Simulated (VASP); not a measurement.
Input:

```
GaAs
1.0
    0.00000     2.84014     2.84014
    2.84014     0.00000     2.84014
    2.84014     2.84014     0.00000
Ga As
1 1
Direct
  0.00000   0.00000   0.00000
  0.25000   0.25000   0.25000
```

Method: PBE GGA with D3 dispersion (Becke-Johnson damping), VASP's PBE PAW potentials (set 64) (plane waves; VASP). Run with 520 eV cut-off, 9×9×9 Γ-centred mesh, tetrahedra with Blöchl corrections, potentials Ga_d As.

Task: What does the run give for the energy per atom (σ→0), band gap (on the k-mesh) with the smallest direct gap where there is one?

Result: 
```
Property                                     Result
-----------------------------------  --------------
band gap (on the k-mesh)                    0.41 eV
smallest direct gap (on the k-mesh)         0.41 eV
energy per atom (σ→0)                -4.451 eV/atom
```

The compound is GaAs in the zinc blende structure. It was relaxed first.
